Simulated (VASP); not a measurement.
Data:

```xyz
2
Lattice="0.0000 2.9630 2.9630 2.9630 0.0000 2.9630 2.9630 2.9630 0.0000" Properties=species:S:1:pos:R:3 pbc="T T T"
Hg     0.0000     0.0000     0.0000
S      1.4815     1.4815     1.4815
```

All values below come from PBE GGA with D4 dispersion, VASP's PBE PAW potentials (set 64) (plane waves; VASP). Settings: 520 eV cut-off, 12×12×12 Γ-centred mesh, tetrahedra with Blöchl corrections, potentials Hg S.

Unless said otherwise, spin-orbit coupling is left out, though it shifts the bands of the heavy elements here.

Problem. Estimate the energy per atom (σ→0), band gap (on the k-mesh) with the smallest direct gap where there is one.

Solution. 
```json
{
 "band gap (on the k-mesh)": "none (metal, semimetal or under 0.01 eV)",
 "energy per atom (σ→0)": "-2.590 eV/atom"
}
```

Only differences to runs with the same potentials and settings are physical.

The compound is HgS in the zinc blende structure, metacinnabar; cinnabar is the stable form. It was relaxed first.
